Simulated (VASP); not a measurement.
MnF2 (rutile): the lattice constant a from VASP (plane waves, PAW) at several levels of theory. Static lattice.  The measured value holds thermal and zero-point effects that the static calculation lacks.

```json
[
 {"level": "LDA", "lattice constant a (Å)": "4.771", "error against measurement": "-2.1 %"},
 {"level": "PBE", "lattice constant a (Å)": "4.940", "error against measurement": "+1.4 %"},
 {"level": "PBEsol", "lattice constant a (Å)": "4.858", "error against measurement": "-0.3 %"},
 {"level": "SCAN", "lattice constant a (Å)": "4.856", "error against measurement": "-0.4 %"},
 {"level": "r2SCAN", "lattice constant a (Å)": "4.870", "error against measurement": "-0.1 %"}
]
```

Measured: 4.874 Å (as given by Cinthia Antunes Corrêa et al., Physical Review B (2018), arXiv:1805.11339).

The cell of the LDA run:

```yaml
crystal:
  lattice:
    - [4.77087, 0.00000, 0.00000]
    - [0.00000, 4.77087, 0.00000]
    - [0.00000, 0.00000, 3.21894]
  atoms:
    - { symbol: Mn, position: [0.00000, 0.00000, 0.00000], spin: 4.4 }
    - { symbol: Mn, position: [0.50000, 0.50000, 0.50000], spin: -4.4 }
    - { symbol: F, position: [0.30196, 0.30196, 0.00000] }
    - { symbol: F, position: [0.80196, 0.19804, 0.50000] }
    - { symbol: F, position: [0.19804, 0.80196, 0.50000] }
    - { symbol: F, position: [0.69804, 0.69804, 0.00000] }
```

Only levels that ran to the end are used. Left out are those held back, those with too coarse a band path, GW runs whose mesh misses a band edge, hybrids' fits of cells that aren't cubic and levels without matching references; a question may draw on a part of the rest.

The compound is MnF2 in the rutile structure.
